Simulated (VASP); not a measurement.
Output of a VASP run:

File OSZICAR:
```
       N       E                     dE             d eps       ncg     rms          rms(c)
DAV:   1     0.895322653438E+02    0.89532E+02   -0.76195E+03  2432   0.132E+03
DAV:   2    -0.341456695687E+02   -0.12368E+03   -0.12057E+03  2602   0.460E+02
DAV:   3    -0.399370806215E+02   -0.57914E+01   -0.55144E+01  3808   0.814E+01
DAV:   4    -0.402778440610E+02   -0.34076E+00   -0.33637E+00  3452   0.167E+01
DAV:   5    -0.402899684183E+02   -0.12124E-01   -0.12108E-01  3640   0.254E+00    0.117E+01
DAV:   6    -0.311683325546E+02    0.91216E+01   -0.24854E+00  3830   0.237E+01    0.528E+00
DAV:   7    -0.331035525470E+02   -0.19352E+01   -0.83378E+00  2802   0.231E+01    0.290E+00
DAV:   8    -0.332384010522E+02   -0.13485E+00   -0.68129E-01  2794   0.116E+01    0.223E+00
DAV:   9    -0.331670288873E+02    0.71372E-01   -0.45692E-01  3562   0.922E+00    0.205E+00
DAV:  10    -0.332373510907E+02   -0.70322E-01   -0.55168E-01  3642   0.897E+00    0.851E-01
DAV:  11    -0.332507180393E+02   -0.13367E-01   -0.47489E-01  3746   0.877E+00    0.918E-01
DAV:  12    -0.332418293512E+02    0.88887E-02   -0.23443E-01  3322   0.716E+00    0.971E-02
DAV:  13    -0.332389933858E+02    0.28360E-02   -0.47882E-02  2676   0.276E+00    0.761E-02
DAV:  14    -0.332358538510E+02    0.31395E-02   -0.57570E-03  2570   0.109E+00    0.828E-02
DAV:  15    -0.332358441026E+02    0.97484E-05   -0.39676E-04  3188   0.231E-01    0.355E-02
DAV:  16    -0.332355257572E+02    0.31835E-03   -0.74426E-04  2478   0.337E-01    0.190E-02
DAV:  17    -0.332354368519E+02    0.88905E-04   -0.24198E-04  2680   0.239E-01    0.168E-02
DAV:  18    -0.332354258889E+02    0.10963E-04   -0.37126E-05  2878   0.791E-02    0.150E-02
DAV:  19    -0.332354288405E+02   -0.29516E-05   -0.34199E-06  3346   0.248E-02    0.745E-03
DAV:  20    -0.332354116680E+02    0.17172E-04   -0.13236E-05  2452   0.504E-02    0.467E-03
DAV:  21    -0.332354111714E+02    0.49661E-06   -0.36879E-06  2466   0.280E-02    0.340E-03
DAV:  22    -0.332354110057E+02    0.16575E-06   -0.55268E-07  3064   0.100E-02    0.256E-03
DAV:  23    -0.332354109486E+02    0.57077E-07   -0.36842E-07  2450   0.866E-03
   1 F= -.33235411E+02 E0= -.33235149E+02  d E =-.786906E-03
```

**OUTCAR**
```
------------------------ aborting loop because EDIFF is reached ----------------------------------------
  FORCE on cell =-STRESS in cart. coord.  units (eV):
  Direction    XX          YY          ZZ          XY          YZ          ZX
  --------------------------------------------------------------------------------------
  Total       -0.0420125     -0.0420125     -0.0420125      0.0000000      0.0000000      0.0000000
  in kB       -3.7617547     -3.7617547     -3.7617547      0.0000000      0.0000000      0.0000000
  external PRESSURE =      -3.7617547 kB  Pullay stress =       0.0000000 kB
  volume of cell :       17.89
      direct lattice vectors                 reciprocal lattice vectors
    -1.647705818  1.647705818  1.647705818     0.000000000  0.303452227  0.303452227
     1.647705818 -1.647705818  1.647705818     0.303452227  0.000000000  0.303452227
     1.647705818  1.647705818 -1.647705818     0.303452227  0.303452227  0.000000000
 POSITION                                       TOTAL-FORCE (eV/Angst)
 -----------------------------------------------------------------------------------
      0.00000      0.00000      0.00000         0.000000      0.000000     -0.000000
 -----------------------------------------------------------------------------------
    total drift:                                0.000000      0.000000      0.000000
  FREE ENERGIE OF THE ION-ELECTRON SYSTEM (eV)
  ---------------------------------------------------
  free  energy   TOTEN  =       -33.2354109486 eV

  energy  without entropy=      -33.2346240424  energy(sigma->0) =      -33.23514865
```
(Selected blocks of OUTCAR.)

**POSCAR**
```
Nb
1
   -1.6477058182     1.6477058182     1.6477058182
    1.6477058182    -1.6477058182     1.6477058182
    1.6477058182     1.6477058182    -1.6477058182
Nb
1
Direct
  0.0000000000   0.0000000000   0.0000000000
```

### Question
Reconstruct the remaining input files.

### Answer
This is not unique; one that fits is the input of the run itself, SCAN meta-GGA, plane waves, VASP's PBE PAW potentials (set 64).

File KPOINTS:
```
Automatic mesh
0
Gamma
15 15 15
0 0 0
```

INCAR:
```
ALGO = Normal
EDIFF = 1E-7
ENCUT = 520
ISIF = 2
ISMEAR = 1
LASPH = T
LCHARG = F
LMAXMIX = 4
LMIXTAU = T
LREAL = F
LWAVE = F
METAGGA = SCAN
NELM = 100
PREC = Accurate
SIGMA = 0.1
SYSTEM = Nb
```

POTCAR, in this order: Nb_sv (PBE.64 set). Program: vasp_std.

The compound is Nb in the bcc structure. It was relaxed first.
